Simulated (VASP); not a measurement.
Runs of VASP 6.6.1 on Zn4H. Symmetry: Pm-3m, No. 221, cubic system. The conventional cell has a = 3.897 Å, b = 3.897 Å, c = 3.897 Å, α = 90.00°, β = 90.00°, γ = 90.00°. Around Zn (site symmetry 4/mmm) lie 2 H at 1.95 Å. Zn (site symmetry m-3m) has 12 Zn at 2.76 Å as nearest neighbours. H (site symmetry m-3m) has 6 Zn at 1.95 Å as nearest neighbours. The cell was built by a generator and needn't be a form met in nature.

| task | level | cell | cutoff (eV) | smearing | gap on the mesh (eV) | pressure (GPa) | relaxed volume (Å³/atom) |
| --- | --- | --- | --- | --- | --- | --- | --- |
| relaxation of cell and atoms | RPBE | relaxed | 600 | gaussian 0.05 eV | none | 0.0 | 13.94 |
| relaxation of cell and atoms | PBE | relaxed | 600 | gaussian 0.05 eV | none | 0.0 | (a) |
| relaxation of cell and atoms | vdW-DF-cx | relaxed | 600 | fermi-dirac 0.05 eV | none | 0.0 | 12.67 |
| single point | PBE | as given | 520 | fermi-dirac 0.05 eV | none | 9.9 | - |

Alike in all rows: potentials or basis VASP PAW PBE potentials, release 64 (Zn, H); no spin polarisation; k mesh 7 × 7 × 7.

**Question.** Estimate the missing entries.

**Answer.** (a) 13.34.

Caveats: the PAW data sets were made with another functional, which shifts forces and pressure a little (some runs); the volume moved by over 15 % at a fixed basis, so the end points are rough (some runs).

A k mesh can miss the band edges.

A gap of «none» marks a metal or a gap under the smearing width.

Not every run made on this cell is shown here.
